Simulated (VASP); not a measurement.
Level of theory: PBE GGA, VASP's PBE PAW potentials (set 64) (plane waves; VASP).

VASP ran on this input.

### INCAR
```
IBRION = 2
LASPH = T   # aspherical one-centre terms
LREAL = F   # projection in real space or not
LCHARG = F
NSW = 40
ALGO = Normal
PREC = Accurate
ENCUT = 500   # plane-wave cut-off (eV)
LWAVE = F
EDIFF = 1E-6
EDIFFG = -0.02
GGA = PE
PSTRESS = 50   # kbar
SIGMA = 0.1
SYSTEM = Tc
ISIF = 3
ISMEAR = 1   # Methfessel-Paxton
LMAXMIX = 4   # l cut-off of mixed one-centre charges
NELM = 100   # most electronic steps
```

KPOINTS:
```
Regular mesh
0
G
 15 15 8
```

POSCAR:
```
Tc
1
    1.3749922622    -2.3815568560     0.0000000000
    1.3749922622     2.3815568560     0.0000000000
    0.0000000000     0.0000000000     4.3951758339
Tc
2
Direct
  0.3333330000   0.6666670000   0.2500000000
  0.6666670000   0.3333330000   0.7500000000
```

POTCAR, in this order: Tc_pv (PBE.64 set). Program: vasp_std.

Q: What will the output report for the number of irreducible k-points (NKPTS), largest plane-wave count, number of space-group operations, FFT grid (NGX, NGY, NGZ)?

A: 
```yaml
number of irreducible k-points (NKPTS): 135
largest_plane_wave_count: 756
number_of_space_group_operations: 24
FFT grid (NGX, NGY, NGZ): 20 × 20 × 32
```

The compound is Tc in the hcp structure. This run relaxes it under an external pressure of 5 GPa. Symmetry was kept, so distortions that lower it aren't found.
